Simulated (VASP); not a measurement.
Method: PBEsol GGA with spin-orbit coupling, VASP's PBE PAW potentials (set 64) (plane waves; VASP).

VASP input:

### POSCAR
```
YbZn
7.2580
  0.5000000000   0.0000000000   0.0000000000
  0.0000000000   0.5000000000   0.0000000000
  0.0000000000   0.0000000000   0.5000000000
Zn Yb
1 1
Cartesian
  0.2500000000   0.2500000000   0.2500000000
  0.0000000000   0.0000000000   0.0000000000
```

### KPOINTS
```
Regular mesh
0
gamma
 7 7 7
0 0 0
```

### INCAR
```
SYSTEM  =  YbZn
PREC  =  Accurate; ENCUT  =  300; LREAL  =  .FALSE.
LASPH  =  .TRUE.
EDIFF  =  1E-6; NELM  =  100; ALGO  =  Normal
LMAXMIX  =  6
ISMEAR  =  -1; SIGMA  =  0.1
GGA  =  PS; GGA_COMPAT  =  .FALSE.
MAGMOM  =  5*0.0 1.0
LSORBIT  =  .TRUE.; LNONCOLLINEAR  =  .TRUE.
ISIF  =  2
LWAVE  =  .FALSE.; LCHARG  =  .FALSE.; LORBIT  =  11
```

POTCAR, in this order: Zn Yb (PBE.64 set). Program: vasp_ncl.

Question: What will the output report for the number of irreducible k-points (NKPTS), largest plane-wave count, number of space-group operations, FFT grid (NGX, NGY, NGZ)?

Answer: 
| Quantity | Result |
|---|---|
| number of irreducible k-points (NKPTS) | 52 |
| largest plane-wave count | 1174 |
| number of space-group operations | 8 |
| FFT grid (NGX, NGY, NGZ) | 24 × 24 × 24 |

The structure comes from a measured YbZn entry of the Crystallography Open Database, whose conditions weren't checked. The cell was not relaxed at this level. The run is one of a series of settings (GGA_COMPAT = .FALSE., ISPIN removed, LNONCOLLINEAR = .TRUE., LSORBIT = .TRUE., MAGMOM = 0.0 0.0 0.0 0.0 0.0 1.0, program vasp_ncl against the base run), some of them coarse on purpose.
